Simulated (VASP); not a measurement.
Given:

```
CELL_PARAMETERS angstrom
      2.94265     0.00000     0.00000
      0.00000     3.02170     0.00000
      0.00000     0.00000     2.86309
ATOMIC_POSITIONS crystal
  Zn 0.50000 0.50000 0.50000
  Cu 0.02821 0.00000 0.00000
```

Method: PBE GGA + U (Dudarev), VASP's PBE PAW potentials (set 64) (plane waves; VASP). Settings: 400 eV cut-off, 11×11×11 Γ-centred mesh, first-order Methfessel-Paxton smearing of 0.10 eV, potentials Zn Cu, U − J: Zn 4.00 eV, Cu 4.00 eV.

Q: Predict the energy per atom (σ→0), largest force, band gap (on the k-mesh) with the smallest direct gap where there is one.

A: 
| Quantity | Value |
|---|---|
| band gap (on the k-mesh) | none (metal, semimetal or under 0.01 eV) |
| energy per atom (σ→0) | -1.603 eV/atom |
| largest force | 0.350 eV/Å |

The compound is CuZn in the CsCl type structure. The cell was not relaxed at this level, atoms are displaced from their ideal sites. The run is one of a series of settings (LDAU = .TRUE., LDAUJ = 0 0, LDAUL = 2 2, LDAUTYPE = 2, LDAUU = 4.0 4.0 against the base run), some of them coarse on purpose. The electron count is odd and the run is not spin-polarised, which forces a metal.
